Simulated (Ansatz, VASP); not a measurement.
# TiSiPb: VASP beside Ansatz, part 2 of 2

Wanted: the spread between two codes on one cell, functional and k mesh. The cell is invented: As first built, before any earlier steps moved the atoms (in the runner's words): it takes the SrSiGe structure with some of its atoms replaced by other elements, volume scaled by an estimate. It may not be a known or stable phase. The cell is taken from a series of VASP runs on this material, whose earlier steps may have relaxed, scaled or displaced it; both programs get it as it stands.

VASP 6.6.1 and Ansatz 0.2.0.

So far: The structure; VASP: zone-centre phonons, PBE with D4.

## (3) Ansatz: zone-centre phonons, PBE with D4

Level of this step: Ansatz beside VASP: Kohn-Sham DFT, plane waves, PBE with D4 (Ansatz).

Ansatz runs on its default PAW (the set named soft_2) files.

The same cell, functional, mesh and smearing now go to Ansatz, which takes its cutoff from its data sets.

The input, input.yaml:

```yaml
crystal:
  lattice:
    - [4.2836948574, 0.0, 0.0]
    - [-2.1418474288, 3.7097880636, 0.0]
    - [0.0, 0.0, 3.9404015496]
  atoms:
    - { symbol: Pb, position: [0.66666667, 0.33333333, 0.0] }
    - { symbol: Ti, position: [0.0, 0.0, 0.5] }
    - { symbol: Si, position: [0.33333333, 0.66666667, 0.5] }
hamiltonian:
  xc: pbe
  pseudopotentials: { kind: paw }
  dispersion: d4
kpoints:
  mp_grid: { grid: [10, 10, 10] }
scf:
  occupations: { method: methfessel_paxton, width: 0.2 }
phonons:
  method: dfpt
  qpoints: [[0, 0, 0]]
```

On the command line:

```bash
$ ansatz run input.yaml --threads 4 --pin off --max-ram 9216MiB --backend cpu --events-out ev --progress --plain --runs-dir out
```

Numbers of over 12 decimals in the logs are rounded to 6 here.

Output:

```text
zone centre: on kpoints.mp_grid the ground state, and the responses unless they are solved on pairs of k-points, stand on 186 of the mesh's 1000 k-points, reduced under 4 symmetry operations, with k and −k counted as one. Each operation leaves every solved displacement unchanged or reverses it
Engine: ansatz 0.2.0, aarch64-unknown-linux-gnu
Pseudopotentials: kind: paw
Pseudopotential: Pb, paw, valence charge 14, recommended cutoff 420 eV (normal), Pb.paw.azcp
Pseudopotential: Ti, paw, valence charge 12, recommended cutoff 420 eV (normal), Ti.paw.azcp
Pseudopotential: Si, paw, valence charge 4, recommended cutoff 420 eV (normal), Si.paw.azcp
Functional definition: PBE
  parameter kappa = 0.804
  parameter beta = 0.066725
  exchange = pbe_x(kappa = kappa, mu = beta*pi^2/3)
  correlation = pbe_c(beta = beta)
Crystal: 3 atoms, lattice volume = 62.619 Å³
Basis set: ecut = 420 eV, 1207 PW (Γ), exchange–correlation on 60×60×54 points (8 copies of the dense FFT grid, shifted against one another)
Bands: 19, of which v1, the nominal top of the filled ones, is band 15 counted from 1 (14 counted from 0)
Symmetry: 12 space group operations
k-points: 186 of 1000 (irreducible under 4 space group operations, time reversal used)
Non-local potential: Pb, projectors of the file, l = 0: 2, l = 1: 2, l = 2: 2, l = 3: 2
Non-local potential: Ti, projectors of the file, l = 0: 3, l = 1: 2, l = 2: 3, l = 3: 1
Non-local potential: Si, projectors of the file, l = 0: 2, l = 1: 2, l = 2: 2
PAW form: soft (Blöchl's): semilocal exchange-correlation on the pseudo side does not see the compensation charge
PAW one-centre angular grid: Pb, 590 points (default); XC on 64 Gauss nodes
PAW one-centre angular grid: Ti, 590 points (default); XC on 64 Gauss nodes
PAW one-centre angular grid: Si, 110 points (default); XC on 64 Gauss nodes
Initial density: superposition of atomic densities (neutral atoms: chi_scale 0, normalization atom), corrected by the library's trained network
Initial wavefunctions: pseudopotential atomic-orbital guess
Functional: x = pbe(κ = 0.804, μ = 0.219515), c = pbe(β = 0.066725)
SCF iter   1: F=—  HF=-15042.233057 eV  |F-HF|=—  |Δ(HF+E_count)|=         —  Δρ=3.68e-3  dr2=1.15e-2  ethr=1.77e-3  ⟨swp⟩=5.1  Hψ=17508  notcnv=0
preconditioner: auto → Kerker (q_TF=auto, 2.413 Å⁻¹)  [metal: Δε(μ)=0.012 eV  Ē_g=11.142 eV  σ=0.200 eV  W_gap=0.05  n_scr=20 (ndim 8)  ℏωp=22.0 eV  f_vac=0.000  D(μ)=3.47/eV (n_scr^D=26)]
SCF iter   2: F=—  HF=-15042.231573 eV  |F-HF|=—  |Δ(HF+E_count)|=   1.48e-3  S|Δr|=    0.00e0  Δρ=1.82e-3  dr2=3.75e-3  ethr=3.83e-5  ⟨swp⟩=1.1  Hψ=5037  notcnv=0
SCF iter   3: F=—  HF=-15042.230887 eV  |F-HF|=—  |Δ(HF+E_count)|=   6.86e-4  S|Δr|=    0.00e0  Δρ=5.29e-4  dr2=4.86e-4  ethr=1.25e-5  ⟨swp⟩=2.1  Hψ=4401  notcnv=0
SCF iter   4: F=—  HF=-15042.230745 eV  |F-HF|=—  |Δ(HF+E_count)|=   1.42e-4  S|Δr|=    0.00e0  Δρ=1.71e-4  dr2=1.80e-5  ethr=1.62e-6  ⟨swp⟩=2.0  Hψ=4605  notcnv=0
SCF iter   5: F=—  HF=-15042.230748 eV  |F-HF|=—  |Δ(HF+E_count)|=   3.06e-6  S|Δr|=    0.00e0  Δρ=3.78e-5  dr2=7.02e-7  ethr=5.99e-8  ⟨swp⟩=2.1  Hψ=4806  notcnv=0
SCF iter   6: F=—  HF=-15042.230748 eV  |F-HF|=—  |Δ(HF+E_count)|=   4.44e-7  S|Δr|=    0.00e0  Δρ=1.10e-5  dr2=7.06e-8  ethr=2.34e-9  ⟨swp⟩=2.2  Hψ=5173  notcnv=0
SCF iter   7: F=—  HF=-15042.230748 eV  |F-HF|=—  |Δ(HF+E_count)|=   4.07e-8  S|Δr|=    0.00e0  Δρ=2.67e-6  dr2=5.15e-9  ethr=2.35e-10  ⟨swp⟩=2.0  Hψ=4640  notcnv=0
SCF iter   8: F=—  HF=-15042.230748 eV  |F-HF|=—  |Δ(HF+E_count)|=  6.28e-10  S|Δr|=    0.00e0  Δρ=9.33e-7  dr2=8.48e-10  ethr=1.72e-11  ⟨swp⟩=2.0  Hψ=6337  notcnv=0
SCF iter   9: F=—  HF=-15042.230748 eV  |F-HF|=—  |Δ(HF+E_count)|=  8.19e-11  S|Δr|=    0.00e0  Δρ=2.28e-7  dr2=5.31e-11  ethr=2.83e-12  ⟨swp⟩=2.1  Hψ=4318  notcnv=0
SCF iter  10: F=-15042.230748 eV  HF=-15042.230748 eV  |F-HF|=9.09e-12  |Δ(HF+E_count)|=  5.46e-12  S|Δr|=    0.00e0  Δρ=7.99e-8  dr2=3.75e-12  ethr=1.00e-12  ⟨swp⟩=6.8  Hψ=18958  notcnv=0
SCF 1 converged in 10 iterations: F = -15042.230748 eV  dr2 = 3.75e-12
  greatest PAW one-centre occupation: 0.999 electrons in one spin orbital (limit 2), on the Ti atom at site 1 (counted from 0), in its partial waves of l = 0
DFPT response loops at Γ: preconditioner auto → Kerker (q_TF=auto, 2.413 Å⁻¹) (partly filled bands, converged f_vac=0.000); β = 1.00, the filter's whole step (`scf.mixing.beta` (0.50) is not read by the response loops under this deck's `scf.mixing.preconditioner`; to damp them name `kerker` or `kerker_dos`, under which they read `scf.mixing.beta`, and type it under 1.00, their step now; both keys bind the ground state too); Broyden in place of MSR1
SCF converged after 10 iterations
Stability not checked: this state was not tested for a lower state beside it, because cold or Methfessel-Paxton smearing, or corrected tetrahedra, fill the levels in a way that the test cannot read (fill_not_monotonic; see scf.lower_state_search)
Free energy (F): -15042.230748 eV
Harris-Foulkes:  -15042.230748 eV  (|F-HF|=9.09e-12)
Internal energy: -15042.226153 eV  (E = F + TS)
E sigma→0 (E₀):  -15042.229600 eV
Entropy (-TS):   -0.004595 eV (-1.532 meV/atom)
Fermi energy:    11.146156 eV
--- Per-component energies (eV) ---
  E_band       = -190.073140
  E_kinetic    = 604.435151
  E_local      = -2045.488122  (includes V_loc(G=0)·N_el)
  E_nonlocal   = 386.427589
  E_hartree    = 839.734587
  E_xc         = -373.214102
  E_vxc        = -301.128242  (∫ρ·V_xc dr)
  E_paw        = -11969.400258  (= ΣΔE_a)
  E_vpaw       = -513.788913  (= ΣTr[D̂ρ^β])
  E_aug_tail   = 0.000196  (compensation charges beyond the density's cutoff)
  E_ewald      = -2483.665805
  E_disp       = -1.055389  (pairwise vdW)
  E_smearing   = -0.004595  (= −TS)
  E_closure    = -0.000000  (closes the sum)
  Σ components = -15042.230748   (vs F -15042.230748, Δ=0.00e0)
--- Band table (eV; the first three rows and the last of 186) ---
  k-point 0: bands = [... 11 lower, 8.6361, 8.6361, 10.1060, 11.6991, 12.1964, 12.1964, 13.2923, 13.2923]
  k-point 1: bands = [... 11 lower, 8.6960, 8.6960, 10.3016, 11.7944, 12.0614, 12.0614, 13.4566, 13.4566]
  k-point 2: bands = [... 11 lower, 8.8621, 8.8621, 10.7300, 11.8036, 11.8036, 12.0544, 13.7757, 13.7757]
  k-point 185: bands = [... 11 lower, 7.1698, 7.5276, 9.6810, 9.7178, 11.2587, 12.5651, 13.0107, 13.1090]
--- Phonons (Γ-DFPT): 6 representative perturbations + reference, on 186 of 1000 k-points (Σ response iterations 18) ---
  k mesh reduced under 4 symmetry operations, with k and −k counted as one. Each operation leaves every solved displacement unchanged or reverses it
  ASR residual: 2.716e-5 → 0.000e0 eV/Å²; symmetrization residual: 1.369e-5 eV/Å²
  pairwise dispersion correction: d4 (s6 = 1.0, s8 = 0.95948085, s9 = 1.0, a1 = 0.38574991, a2_bohr = 4.80688534), with the weights of each atom's references fixed at the reference crystal's, and the forces and stress that the weights' published response gives there kept as a pressure on the atom's counted neighbours (hamiltonian.dispersion)
  ASR residual per site (eV/Å²): 2.65e-5 1.83e-5 2.72e-5
  Γ frequencies (cm⁻¹): 0.00 0.00 0.00 34.99 71.41 71.41 154.62 301.85 301.85
  non-analytic LO–TO correction: not included (Born effective charges unavailable; polar crystals: no LO–TO splitting at Γ)
--- Phonons (arbitrary-q DFPT): 1 explicit q-point ---
  q = [0, 0, 0] (of the zone-centre solve; hermiticity 3.55e-6, symmetrization 2.34e-10): -0.00 0.00 0.00 34.99 71.41 71.41 154.62 301.85 301.85
  sum rule: each row above includes the acoustic sum rule's correction from the zone centre's row sums; it moved no ω² by more than (0.51 cm⁻¹)²
```

The job ended after 46 s (4 threads of Arm Neoverse V2, shared host; peak memory 1 GiB; 2.9 min of CPU time).

The column dr2 measures how far the density is from self-consistency, as an energy; F and HF (Harris–Foulkes) agree once it is small.

## (4) Comparison

Known differences besides the potentials themselves: the cutoff is 420 eV in Ansatz and 400 eV in VASP; VASP leaves aspherical gradient terms in its spheres out (LASPH is not set), Ansatz keeps them; Ansatz takes the dispersion share of the force constants at frozen C6 weights, VASP differentiates the full forces; VASP uses finite displacements, Ansatz perturbation theory. Total energies have different zeros and are not compared.

The two programs side by side:

| quantity | Ansatz | VASP | difference |
| --- | --- | --- | --- |
| optical mode 1 (cm⁻¹) | 35.0 | 31.8 | +3.2 |
| optical mode 2 to 3 (cm⁻¹) | 71.4 | 72.2 | -1.07 % |
| optical mode 4 (cm⁻¹) | 154.6 | 154.6 | -0.02 % |
| optical mode 5 to 6 (cm⁻¹) | 301.9 | 304.9 | -0.99 % |

Modes are paired by rising frequency and degeneracy, not by their patterns, so a pair may still set unlike modes beside each other.

## (5) Results

```
r.m.s. difference of the optical zone-centre modes, each program's sorted by frequency (zone-centre phonons, PBE with D4) : 2.2 cm⁻¹
difference in optical mode 2 to 3 (zone-centre phonons, PBE with D4)                                                      : -1.1 %
```

What this shows: The r.m.s. difference of the optical zone-centre modes, each program's sorted by frequency is 2.2 cm⁻¹ (zone-centre phonons, PBE with D4). Among the rows given in per cent, the largest difference of the zone-centre phonons, PBE with D4 pair is in optical mode 2 to 3, -1.1 %. 1 further run of this series is not shown here. How closely two codes agree says nothing of how well the functional describes the real material.

[Lines on the potential files, build, host, timing and source positions are cut from VASP's logs without a mark.]

[Logs are printed without paths, hosts, clocks, repeated set-up lines and the standing remarks that a program may print on its own settings, such as how far it seeks lower states.]

[Hosts, paths, dates, database ids (printed as entryN), source tags and the programs' standing remarks are cut or masked in the printed files.]
